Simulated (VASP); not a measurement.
Given:

```
CELL_PARAMETERS angstrom
      1.79500    -3.10903     0.00000
      1.79500     3.10903     0.00000
      0.00000     0.00000     5.65000
ATOMIC_POSITIONS crystal
  Dy 0.33333 0.66667 0.25000
  Dy 0.66667 0.33333 0.75000
```

Method: PBE GGA with D3 dispersion (Becke-Johnson damping), VASP's PBE PAW potentials (set 64) (plane waves; VASP 6.6.1). Numerical set-up: 520 eV cut-off, 11×11×6 Γ-centred mesh, first-order Methfessel-Paxton smearing of 0.10 eV, potentials Dy_3.

The 4f electrons are frozen in the core of the lanthanide potential, so 4f levels, which can set the real gap, and their magnetism are missing. Energy and stress use the plane-wave basis of the starting cell.

Question: The ions, cell shape and volume are relaxed. Give the cell that the relaxation ends in.

Answer: 
```
CELL_PARAMETERS angstrom
      1.78345    -3.08903     0.00000
      1.78345     3.08903     0.00000
      0.00000     0.00000     5.51460
ATOMIC_POSITIONS crystal
  Dy 0.33333 0.66667 0.25000
  Dy 0.66667 0.33333 0.75000
```
Space group P6_3/mmc (194), at a tolerance of 0.03 Å.

Question: How do energy and volume change from the first to the last step?

Answer: The energy (σ→0) changes by -7.2 meV/atom and the volume by -3.6 %, in 6 ionic steps.

The compound is Dy in the hcp structure. This run relaxes it. Symmetry was kept, so distortions that lower it aren't found.
